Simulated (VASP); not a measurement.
# MnS (Rambergite): structure and properties in VASP, part 4 of 8

What structure does MnS (Rambergite) take at this level, and what are its properties? The start is a cell from a database of measured crystal structures.

VASP 6.6.1, plane waves and PAW; the level of theory is named at each step.

So far, gap on the k-mesh (eV): step 2 (magnetic order: ferromagnetic) 0.747; step 3 (magnetic order: antiferromagnetic within the cell) 1.63; step 6 (magnetic order: antiferromagnetic, q = (1/2, 1/2, 0)) 2.44.

The database entry behind the starting cell differs from later determinations by our own check (about 0.3 % short against later determinations), so it need not match the best structure at ambient conditions.

**8. Relaxing cell and atoms (r2SCAN)**

This step: r2SCAN, spin-polarised from an antiferromagnetic start; plane waves and PAW (Mn_pv, S) (VASP 6.6.1).

The start need not lie at this functional's minimum. ISIF = 3 frees volume, shape and positions, and EDIFFG sets the threshold on forces and stress at which the search stops.

The input, INCAR:

```
SYSTEM = MnS
PREC = Accurate
ENCUT = 400
EDIFF = 1E-06
NELM = 100
ISMEAR = 0
SIGMA = 0.05
LREAL = .FALSE.
ALGO = Normal
METAGGA = R2SCAN
LASPH = .TRUE.
NBANDS = 51
ISPIN = 2
MAGMOM = 4.33 -4.33 4.33 -4.33 0 -0 0 -0
LMAXMIX = 4
LORBIT = 11
LWAVE = .FALSE.
LCHARG = .FALSE.
KPAR = 8
IBRION = 2
NSW = 60
ISIF = 3
EDIFFG = -0.01
```

The input, POSCAR:

```
MnS
1.0
    7.9520000000      0.0000000000      0.0000000000
    1.9880000000      3.4433170054      0.0000000000
    0.0000000000      0.0000000000      6.4320000000
Mn S
4 4
Direct
    0.8333333333      0.6666666667      0.0000000000
    0.3333333333      0.6666666667      0.0000000000
    0.1666666667      0.3333333333      0.5000000000
    0.6666666667      0.3333333333      0.5000000000
    0.8333333333      0.6666666667      0.3850000000
    0.3333333333      0.6666666667      0.3850000000
    0.1666666667      0.3333333333      0.8850000000
    0.6666666667      0.3333333333      0.8850000000
```

The input, KPOINTS:

```
Automatic mesh
0
Gamma
6 6 3
0 0 0
```

The projector-augmented-wave data sets are Mn_pv and S (PBE family, release 64).

On the command line:

```console
$ mpirun -np 8 vasp_std
```

Log:

```text
[... set-up lines as in an earlier step ...]
 entering main loop
       N       E                     dE             d eps       ncg     rms          rms(c)
DAV:   1     0.705255679759E+03    0.70526E+03   -0.36996E+04  7576   0.131E+03
DAV:   2    -0.395895399949E+02   -0.74485E+03   -0.71098E+03  6733   0.404E+02
DAV:   3    -0.115361647019E+03   -0.75772E+02   -0.74133E+02  8272   0.130E+02
DAV:   4    -0.118462188964E+03   -0.31005E+01   -0.30861E+01  7989   0.247E+01
DAV:   5    -0.118524990823E+03   -0.62802E-01   -0.62765E-01  7842   0.428E+00    0.209E+01
DAV:   6    -0.995150107974E+02    0.19010E+02   -0.61106E+01  8185   0.578E+01    0.263E+01
DAV:   7    -0.100311390959E+03   -0.79638E+00   -0.50079E+00  7205   0.150E+01    0.155E+01
DAV:   8    -0.100197709227E+03    0.11368E+00   -0.71791E-01  8020   0.819E+00    0.915E+00
DAV:   9    -0.100225853334E+03   -0.28144E-01   -0.39768E-01  7663   0.437E+00    0.197E+00
DAV:  10    -0.100217265962E+03    0.85874E-02   -0.86320E-02  7720   0.277E+00    0.543E-01
DAV:  11    -0.100219707129E+03   -0.24412E-02   -0.99914E-03  7929   0.476E-01    0.269E-01
DAV:  12    -0.100220291772E+03   -0.58464E-03   -0.12413E-03  7552   0.271E-01    0.139E-01
DAV:  13    -0.100220749001E+03   -0.45723E-03   -0.48716E-04  6900   0.135E-01    0.112E-01
DAV:  14    -0.100220733963E+03    0.15038E-04   -0.20884E-05  7078   0.249E-02    0.737E-02
DAV:  15    -0.100220719092E+03    0.14871E-04   -0.66689E-05  8042   0.505E-02    0.188E-02
DAV:  16    -0.100220712638E+03    0.64542E-05   -0.67722E-06  6402   0.172E-02    0.559E-03
DAV:  17    -0.100220708331E+03    0.43068E-05   -0.42580E-07  3804   0.445E-03    0.141E-03
DAV:  18    -0.100220706073E+03    0.22579E-05   -0.83024E-08  3702   0.145E-03    0.917E-04
DAV:  19    -0.100220703879E+03    0.21940E-05   -0.31245E-08  3660   0.993E-04    0.300E-04
DAV:  20    -0.100220703704E+03    0.17521E-06   -0.80415E-09  3636   0.628E-04
   1 F= -.10022070E+03 E0= -.10022070E+03  d E =-.100221E+03  mag=    -0.0000
 curvature:   0.00 expect dE= 0.000E+00 dE for cont linesearch  0.000E+00
 trial: gam= 0.00000 g(F)=  0.237E-01 g(S)=  0.899E-01 ort = 0.000E+00 (trialstep = 0.100E+01)
 search vector abs. value=  0.114E+00
 bond charge predicted
       N       E                     dE             d eps       ncg     rms          rms(c)
DAV:   1    -0.101475930815E+03   -0.12552E+01   -0.30820E+01  7592   0.623E+01    0.117E+01
DAV:   2    -0.100216555815E+03    0.12594E+01   -0.60106E+00  7590   0.231E+01    0.903E+00
DAV:   3    -0.100327362578E+03   -0.11081E+00   -0.51313E-01  7330   0.427E+00    0.232E+00
DAV:   4    -0.100289797561E+03    0.37565E-01   -0.88457E-02  8000   0.164E+00    0.136E+00
DAV:   5    -0.100280596378E+03    0.92012E-02   -0.36217E-02  7234   0.108E+00    0.888E-01
DAV:   6    -0.100279078726E+03    0.15177E-02   -0.46457E-03  6977   0.389E-01    0.406E-01
DAV:   7    -0.100279324816E+03   -0.24609E-03   -0.99456E-04  7660   0.218E-01    0.134E-01
DAV:   8    -0.100279191088E+03    0.13373E-03   -0.26593E-04  7624   0.967E-02    0.563E-02
DAV:   9    -0.100279130587E+03    0.60501E-04   -0.20403E-05  7352   0.336E-02    0.289E-02
DAV:  10    -0.100279137942E+03   -0.73551E-05   -0.44076E-06  6386   0.145E-02    0.559E-03
DAV:  11    -0.100279125842E+03    0.12100E-04   -0.45318E-07  3726   0.621E-03    0.317E-03
DAV:  12    -0.100279126525E+03   -0.68296E-06   -0.44030E-07  3660   0.330E-03
   2 F= -.10027913E+03 E0= -.10027913E+03  d E =-.584228E-01  mag=     0.0000
[... from here on, the cycles between the ionic steps are left out ...]
   3 F= -.10027917E+03 E0= -.10027917E+03  d E =-.584649E-01  mag=     0.0000
   4 F= -.10027911E+03 E0= -.10027911E+03  d E =-.584094E-01  mag=     0.0000
   5 F= -.10028271E+03 E0= -.10028271E+03  d E =-.359812E-02  mag=     0.0000
   6 F= -.10028560E+03 E0= -.10028560E+03  d E =-.648289E-02  mag=     0.0000
   7 F= -.10028815E+03 E0= -.10028815E+03  d E =-.255519E-02  mag=     0.0000
   8 F= -.10029061E+03 E0= -.10029061E+03  d E =-.501867E-02  mag=    -0.0000
   9 F= -.10029118E+03 E0= -.10029118E+03  d E =-.558210E-02  mag=     0.0000
  10 F= -.10029170E+03 E0= -.10029170E+03  d E =-.609923E-02  mag=    -0.0000
  11 F= -.10029170E+03 E0= -.10029170E+03  d E =-.610728E-02  mag=    -0.0000
 curvature:  -1.94 expect dE=-0.706E-03 dE for cont linesearch -0.159E-06
 trial: gam= 0.18953 g(F)=  0.199E-03 g(S)=  0.164E-03 ort = 0.318E-04 (trialstep = 0.813E+00)
 search vector abs. value=  0.819E-03
 bond charge predicted
       N       E                     dE             d eps       ncg     rms          rms(c)
DAV:   1    -0.100289788561E+03    0.19149E-02   -0.74352E-02  8771   0.500E+00    0.291E-01
DAV:   2    -0.100291975657E+03   -0.21871E-02   -0.22685E-02  6824   0.100E+00    0.159E-01
DAV:   3    -0.100291941680E+03    0.33978E-04   -0.84066E-04  8264   0.213E-01    0.833E-02
DAV:   4    -0.100291966416E+03   -0.24736E-04   -0.83130E-05  8949   0.649E-02    0.490E-02
DAV:   5    -0.100291940353E+03    0.26063E-04   -0.30321E-05  8696   0.447E-02    0.203E-02
DAV:   6    -0.100291931939E+03    0.84137E-05   -0.92361E-06  7246   0.229E-02    0.113E-02
DAV:   7    -0.100291933995E+03   -0.20557E-05   -0.10328E-06  3582   0.653E-03    0.613E-03
DAV:   8    -0.100291929515E+03    0.44796E-05   -0.46410E-07  3468   0.432E-03    0.221E-03
DAV:   9    -0.100291928485E+03    0.10302E-05   -0.12321E-07  3438   0.228E-03    0.130E-03
DAV:  10    -0.100291928576E+03   -0.90444E-07   -0.36153E-08  3420   0.141E-03
  12 F= -.10029193E+03 E0= -.10029193E+03  d E =-.225325E-03  mag=    -0.0000
 trial-energy change:   -0.000225  1 .order   -0.000188   -0.000301   -0.000076
 step:   0.9406(harm=  1.0869)  dis= 0.00176  next Energy=  -100.291935 (dE=-0.231E-03)
 reached required accuracy - stopping structural energy minimisation
```

Elapsed: 21 min, on 8 MPI ranks of AMD EPYC 9R45, shared host; peak memory 3.8 GiB; 2.6 h of CPU time.

OUTCAR, selected parts (step 8):

```text
   k-points           NKPTS =     32   k-points in BZ     NKDIM =     32   number of bands    NBANDS=     51

   NELECT =      76.0000    total number of electrons

 E-fermi :   3.8022

 spin component 1
 k-point     1 :       0.0000    0.0000    0.0000
  band No.  band energies     occupation
    ...
     34       2.9191      1.00000
     35       3.1868      1.00000
     36       3.1992      1.00000
     37       3.4557      1.00000
     38       3.4853      1.00000
     39       5.9475      0.00000
     40       6.4336      0.00000
     41       6.4679      0.00000
     42       6.6773      0.00000
     43       6.7294      0.00000
    ...

 k-point     2 :       0.1667    0.0000    0.0000
  band No.  band energies     occupation
    ...
     34       2.7925      1.00000
     35       3.1571      1.00000
     36       3.2407      1.00000
     37       3.4039      1.00000
     38       3.5133      1.00000
     39       6.0088      0.00000
     40       6.4644      0.00000
     41       6.4778      0.00000
     42       6.6731      0.00000
     43       6.7838      0.00000
    ...

  Total        0.0168542      0.0344823     -0.0416273      0.0152663      0.0000000      0.0000000
  in kB        0.1587291      0.3247456     -0.3920364      0.1437745      0.0000000      0.0000000
  external PRESSURE =       0.0304795 kB  Pullay stress =       0.0000000 kB

 POSITION                                       TOTAL-FORCE (eV/Angst)
 -----------------------------------------------------------------------------------
      7.80427      2.30465      0.03622        -0.005134      0.002964      0.006903
      3.90463      2.28596      0.03622        -0.005134      0.002964      0.006903
      1.96101      1.13796      3.24793         0.005134     -0.002964      0.006903
      5.86065      1.15665      3.24793         0.005134     -0.002964      0.006903
      7.81066      2.30096      2.43680         0.001628     -0.000940     -0.006903
      3.91102      2.28227      2.43680         0.001628     -0.000940     -0.006903
      1.95462      1.14165      5.64851        -0.001628      0.000940     -0.006903
      5.85426      1.16034      5.64851        -0.001628      0.000940     -0.006903
 -----------------------------------------------------------------------------------
    total drift:                               -0.000000     -0.000001      0.090454

  FREE ENERGIE OF THE ION-ELECTRON SYSTEM (eV)
  ---------------------------------------------------
  free  energy   TOTEN  =      -100.2919285756 eV

  energy  without entropy=     -100.2919285756  energy(sigma->0) =     -100.29192858

 reached required accuracy - stopping structural energy minimisation

 magnetization (x)
# of ion       s       p       d       tot
------------------------------------------
    1        0.028   0.046   4.213   4.287
    2       -0.028  -0.046  -4.213  -4.287
    3        0.028   0.046   4.213   4.287
    4       -0.028  -0.046  -4.213  -4.287
    5       -0.001  -0.002   0.000  -0.002
    6        0.001   0.002   0.000   0.002
    7       -0.001  -0.002   0.000  -0.002
    8        0.001   0.002   0.000   0.002
--------------------------------------------------
tot          0.000   0.000   0.000   0.000

[... 6 parts as in an earlier step ...]

[... 10 further parts left out ...]
```

CONTCAR:

```
MnS
   1.00000000000000
     7.7992791191832662    0.0373804432186337    0.0000000000000000
     1.9660059865116257    3.4052222565783410    0.0000000000000000
     0.0000000000000000    0.0000000000000000    6.4234213795856219
  Mn              S
     4     4
Direct
     0.8323392512085401    0.6676607487914599    0.0056383006136497
     0.3323392512085401    0.6676607487914599    0.0056383006136497
     0.1676607487914599    0.3323392512085402    0.5056383006136498
     0.6676607487914599    0.3323392512085402    0.5056383006136498
     0.8334347063635260    0.6665652936364740    0.3793616993863483
     0.3334347063635260    0.6665652936364740    0.3793616993863483
     0.1665652936364741    0.3334347063635260    0.8793616993863482
     0.6665652936364740    0.3334347063635260    0.8793616993863482
```

The magnetic order is the lowest of the few collinear ones that converged above; longer or canted patterns were not tried. The cell is doubled for it, so bands and modes from the zone boundary of the chemical cell fold onto Γ and the labels are those of the larger cell. The run keeps the 4 symmetry operations of its start, so it cannot find a distortion of lower symmetry.

Step by step:

| step | energy less that of the first step (eV) | largest force (eV/Å) | pressure (GPa) | volume (Å³) |
| --- | --- | --- | --- | --- |
| 1 | 0.0000 | 0.2504 | -1.90 | 176.12 |
| 2 | -0.0584 | 0.0882 | 0.26 | 169.54 |
| 3 | -0.0585 | 0.0946 | 0.18 | 169.81 |
| 4 | -0.0584 | 0.0978 | 0.13 | 169.93 |
| 5 | -0.0620 | 0.0561 | 0.00 | 170.19 |
| 6 | -0.0649 | 0.0240 | -0.17 | 170.70 |
| 7 | -0.0674 | 0.0134 | -0.13 | 170.58 |
| 8 | -0.0699 | 0.0097 | -0.08 | 170.41 |
| 9 | -0.0705 | 0.0328 | 0.01 | 170.06 |
| 10 | -0.0710 | 0.0236 | -0.03 | 170.23 |
| 11 | -0.0710 | 0.0240 | -0.02 | 170.22 |
| 12 | -0.0712 | 0.0091 | 0.00 | 170.12 |

| cell as run | before | after | change |
| --- | --- | --- | --- |
| a (Å) | 7.952 | 7.799 | -1.9 % |
| b (Å) | 3.976 | 3.932 | -1.1 % |
| c (Å) | 6.432 | 6.423 | -0.1 % |
| γ (°) | 60.00 | 59.73 | -0.5 % |
| volume (Å³/atom) | 22.01 | 21.27 | -3.4 % |

The atoms that moved most (Å, as changes of fractional coordinates times the final cell):

```
atom      dx      dy      dz  length
 Mn1  -0.006   0.003   0.036   0.037
 Mn2  -0.006   0.003   0.036   0.037
 Mn4   0.006  -0.003   0.036   0.037
 Mn3   0.006  -0.003   0.036   0.037
  S6   0.001   0.000  -0.036   0.036
  S5   0.001   0.000  -0.036   0.036
  S7  -0.001   0.000  -0.036   0.036
  S8  -0.001   0.000  -0.036   0.036
```

The relaxed structure:

```
Mn S
1.0
     7.79928    0.03738    0.00000
     1.96601    3.40522    0.00000
     0.00000    0.00000    6.42342
Mn S
4 4
Direct
  0.83234 0.66766 0.00564
  0.33234 0.66766 0.00564
  0.16766 0.33234 0.50564
  0.66766 0.33234 0.50564
  0.83343 0.66657 0.37936
  0.33343 0.66657 0.37936
  0.16657 0.33343 0.87936
  0.66657 0.33343 0.87936
```

A gap read on the k-mesh alone can miss the band edges.

Numbers from this step:

- irreducible k-points: 32
- free energy (TOTEN): -100.2919 eV
- Fermi energy: 3.802 eV
- pressure: 0.003048 GPa
- valence top at k: 0.5, 0, 0
- conduction bottom at k: 0, 0, 0
- least direct gap at k: 0, 0, 0
- SCF cycles over all ionic steps: 130
- gap on the k-mesh: 2.417 eV
- least direct gap on the k-mesh: 2.462 eV

Spin moment in the PAW sphere by atom:

```
atom  spin moment in the PAW sphere (μB)
 Mn1                                4.29
 Mn2                               -4.29
 Mn3                                4.29
 Mn4                               -4.29
  S5                                0.00
  S6                                0.00
  S7                                0.00
  S8                                0.00
```

It ends with a largest force of 0.009 eV/Å and a pressure of 0.00 GPa.

**9. Second relaxation**

A relaxation keeps the plane waves of the cell it began with, so it is repeated from the new cell, on a basis made for it.

INCAR is that of step 8.

The input, POSCAR:

```
MnS
1.0
    7.7992791192      0.0373804432      0.0000000000
    1.9660059865      3.4052222566      0.0000000000
    0.0000000000      0.0000000000      6.4234213796
Mn S
4 4
Direct
    0.8323392512      0.6676607488      0.0056383006
    0.3323392512      0.6676607488      0.0056383006
    0.1676607488      0.3323392512      0.5056383006
    0.6676607488      0.3323392512      0.5056383006
    0.8334347064      0.6665652936      0.3793616994
    0.3334347064      0.6665652936      0.3793616994
    0.1665652936      0.3334347064      0.8793616994
    0.6665652936      0.3334347064      0.8793616994
```

KPOINTS is that of step 8.

On the command line:

```console
$ mpirun -np 8 vasp_std
```

Log:

```text
[... set-up lines as in an earlier step ...]
 entering main loop
       N       E                     dE             d eps       ncg     rms          rms(c)
DAV:   1     0.712046026816E+03    0.71205E+03   -0.36999E+04  7584   0.132E+03
DAV:   2    -0.394250350735E+02   -0.75147E+03   -0.71893E+03  6693   0.407E+02
DAV:   3    -0.115431671111E+03   -0.76007E+02   -0.74171E+02  8265   0.131E+02
DAV:   4    -0.118546267967E+03   -0.31146E+01   -0.31001E+01  7976   0.247E+01
DAV:   5    -0.118608546670E+03   -0.62279E-01   -0.62238E-01  7935   0.427E+00    0.218E+01
DAV:   6    -0.996154287742E+02    0.18993E+02   -0.61943E+01  8207   0.587E+01    0.268E+01
DAV:   7    -0.100369280607E+03   -0.75385E+00   -0.51748E+00  7232   0.159E+01    0.157E+01
DAV:   8    -0.100259051850E+03    0.11023E+00   -0.80099E-01  8197   0.830E+00    0.918E+00
DAV:   9    -0.100282836140E+03   -0.23784E-01   -0.39082E-01  7604   0.418E+00    0.209E+00
DAV:  10    -0.100272976654E+03    0.98595E-02   -0.93090E-02  7658   0.283E+00    0.503E-01
DAV:  11    -0.100275633654E+03   -0.26570E-02   -0.95440E-03  7892   0.474E-01    0.242E-01
DAV:  12    -0.100275999754E+03   -0.36610E-03   -0.12071E-03  7937   0.272E-01    0.135E-01
DAV:  13    -0.100276431166E+03   -0.43141E-03   -0.44187E-04  6906   0.121E-01    0.111E-01
DAV:  14    -0.100276419175E+03    0.11991E-04   -0.17444E-05  6956   0.228E-02    0.720E-02
DAV:  15    -0.100276414271E+03    0.49041E-05   -0.49587E-05  7645   0.433E-02    0.177E-02
DAV:  16    -0.100276424224E+03   -0.99527E-05   -0.41559E-06  5983   0.139E-02    0.386E-03
DAV:  17    -0.100276417579E+03    0.66440E-05   -0.26248E-07  3801   0.414E-03    0.143E-03
DAV:  18    -0.100276415366E+03    0.22132E-05   -0.93015E-08  3705   0.164E-03    0.638E-04
DAV:  19    -0.100276413483E+03    0.18828E-05   -0.25760E-08  3696   0.819E-04    0.184E-04
DAV:  20    -0.100276413828E+03   -0.34412E-06   -0.39470E-09  3654   0.361E-04
   1 F= -.10027641E+03 E0= -.10027641E+03  d E =-.100276E+03  mag=     0.0000
 curvature:   0.00 expect dE= 0.000E+00 dE for cont linesearch  0.000E+00
 trial: gam= 0.00000 g(F)=  0.275E-04 g(S)=  0.202E-04 ort = 0.000E+00 (trialstep = 0.100E+01)
 search vector abs. value=  0.477E-04
 reached required accuracy - stopping structural energy minimisation
```

The job ended after 3 min (8 MPI ranks; peak memory 3.6 GiB).

Parts of OUTCAR (step 9):

```text
   ENCUT  =  400.0 eV  29.40 Ry    5.42 a.u.  12.72  6.41 10.47*2*pi/ulx,y,z

   NELECT =      76.0000    total number of electrons

 E-fermi :   3.8021

 spin component 1
 k-point     1 :       0.0000    0.0000    0.0000
  band No.  band energies     occupation
    ...
     34       2.9192      1.00000
     35       3.1870      1.00000
     36       3.1995      1.00000
     37       3.4559      1.00000
     38       3.4854      1.00000
     39       5.9480      0.00000
     40       6.4339      0.00000
     41       6.4684      0.00000
     42       6.6775      0.00000
     43       6.7298      0.00000
    ...

 k-point     2 :       0.1667    0.0000    0.0000
  band No.  band energies     occupation
    ...
     34       2.7926      1.00000
     35       3.1574      1.00000
     36       3.2410      1.00000
     37       3.4041      1.00000
     38       3.5135      1.00000
     39       6.0091      0.00000
     40       6.4648      0.00000
     41       6.4782      0.00000
     42       6.6734      0.00000
     43       6.7841      0.00000
    ...

  Total       -0.0106937      0.0156208     -0.0442201      0.0227890      0.0000000      0.0000000
  in kB       -0.1007111      0.1471128     -0.4164546      0.2146218      0.0000000      0.0000000
  external PRESSURE =      -0.1233510 kB  Pullay stress =       0.0000000 kB

 POSITION                                       TOTAL-FORCE (eV/Angst)
 -----------------------------------------------------------------------------------
      7.80427      2.30465      0.03622        -0.005233      0.003021      0.007162
      3.90463      2.28596      0.03622        -0.005233      0.003021      0.007162
      1.96101      1.13796      3.24793         0.005233     -0.003021      0.007162
      5.86065      1.15665      3.24793         0.005233     -0.003021      0.007162
      7.81066      2.30096      2.43680         0.001576     -0.000910     -0.007162
      3.91102      2.28227      2.43680         0.001576     -0.000910     -0.007162
      1.95462      1.14165      5.64851        -0.001576      0.000910     -0.007162
      5.85426      1.16034      5.64851        -0.001576      0.000910     -0.007162
 -----------------------------------------------------------------------------------
    total drift:                               -0.000000     -0.000001      0.090059

  FREE ENERGIE OF THE ION-ELECTRON SYSTEM (eV)
  ---------------------------------------------------
  free  energy   TOTEN  =      -100.2764138276 eV

  energy  without entropy=     -100.2764138276  energy(sigma->0) =     -100.27641383

[... 6 parts as in an earlier step ...]

[... 12 further parts left out ...]
```

CONTCAR:

```
MnS
   1.00000000000000
     7.7992791192000004    0.0373804432000000    0.0000000000000000
     1.9660059864999999    3.4052222566000001    0.0000000000000000
     0.0000000000000000    0.0000000000000000    6.4234213795999997
  Mn              S
     4     4
Direct
     0.8323392511999970    0.6676607488000030    0.0056383005999976
     0.3323392511999970    0.6676607488000030    0.0056383005999976
     0.1676607488000030    0.3323392511999970    0.5056383005999976
     0.6676607488000030    0.3323392511999970    0.5056383005999976
     0.8334347063999985    0.6665652936000015    0.3793616994000004
     0.3334347063999985    0.6665652936000015    0.3793616994000004
     0.1665652936000015    0.3334347063999985    0.8793616994000004
     0.6665652936000015    0.3334347063999985    0.8793616994000004
```

Little changed from the start: no atom moved by 0.005 Å and no cell edge by 0.1 %.

Numbers from this step:

| Property | Result |
| --- | --- |
| free energy (TOTEN) | -100.2764 eV |
| pressure | -0.01234 GPa |
| SCF cycles over all ionic steps | 20 |
| gap on the k-mesh | 2.418 eV |
| least direct gap on the k-mesh | 2.463 eV |

It ends with a largest force of 0.009 eV/Å and a pressure of -0.01 GPa. The volume moved by under 0.01 %: the run met its threshold at the first step.

(Continued in part 5 of 8.)

[Lines on the potential files, build, host, timing and source positions are cut from VASP's logs without a mark.]

[Logs are printed without paths, hosts, clocks, repeated set-up lines and the standing remarks that a program may print on its own settings, such as how far it seeks lower states.]

[Hosts, paths, dates, database ids (printed as entryN), source tags and the programs' standing remarks are cut or masked in the printed files.]

[A measured line is paired with the nearest computed mode of its activity, which favours agreement.]

[In band tables of VASP the shares of atoms and orbitals are scaled to a sum of 1 inside the atoms' spheres.]
